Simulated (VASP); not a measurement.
The system is SiC3.

```
C Si
1.0
     0.00000   -2.01799   -2.01799
    -2.01799    0.00000   -2.01799
     2.01799    2.01799   -4.03598
C Si
3 1
Direct
  0.87500 0.87500 0.37500
  0.37500 0.37500 0.87500
  0.75000 0.75000 0.75000
  0.25000 0.25000 0.25000
```

The cell comes from a database or a generator and needn't be the stable form of this composition.

| Property | Result |
| --- | --- |
| Program | VASP 6.6.1 |
| Task | relaxation of cell and atoms |
| Functional | r2SCAN |
| Potentials or basis | VASP PAW PBE potentials, release 64 (C, Si) |
| Cutoff | 600 eV |
| k mesh | 10 × 10 × 10 |
| Occupations | gaussian, width 0.02 eV |
| Spin | no spin polarisation |

At the start: pressure 4.4 GPa; volume 8.22 Å³/atom.

Task: How do energy, volume and symmetry change on relaxing?

Result: Over 11 steps the energy falls by 174.8 meV/atom and the volume is 8.10 Å³/atom (-1.5 %); space group R3m (No. 160, to 0.05 Å).

Step by step:
| step | energy change (eV) | largest force (eV/Å) | pressure (GPa) | volume (Å³) |
| --- | --- | --- | --- | --- |
| 1 | 0.0000 | 5.2914 | 4.39 | 32.87 |
| 2 | -0.0690 | 5.5663 | -9.81 | 33.95 |
| 3 | -0.5666 | 1.9679 | -7.69 | 33.40 |
| 4 | -0.4539 | 4.4351 | 7.81 | 31.91 |
| 5 | -0.6867 | 0.6957 | -2.36 | 32.70 |
| 6 | -0.6912 | 0.6824 | 1.20 | 32.28 |
| 7 | -0.6986 | 0.1016 | -0.44 | 32.46 |
| 8 | -0.6991 | 0.0490 | 0.07 | 32.37 |
| 9 | -0.6991 | 0.0268 | -0.02 | 32.39 |
| 10 | -0.6991 | 0.0154 | 0.05 | 32.38 |
| 11 | -0.6991 | 0.0056 | 0.03 | 32.38 |

Final structure:
```
C Si
1.0
     0.00000   -2.00165   -2.00165
    -2.00165    0.00000   -2.00165
     2.02702    2.02702   -4.02867
C Si
3 1
Direct
  0.86411 0.86411 0.40768
  0.38317 0.38317 0.85048
  0.75412 0.75412 0.73763
  0.24860 0.24860 0.25421
```

Caveat: the PAW data sets were made with another functional, which shifts forces and pressure a little.
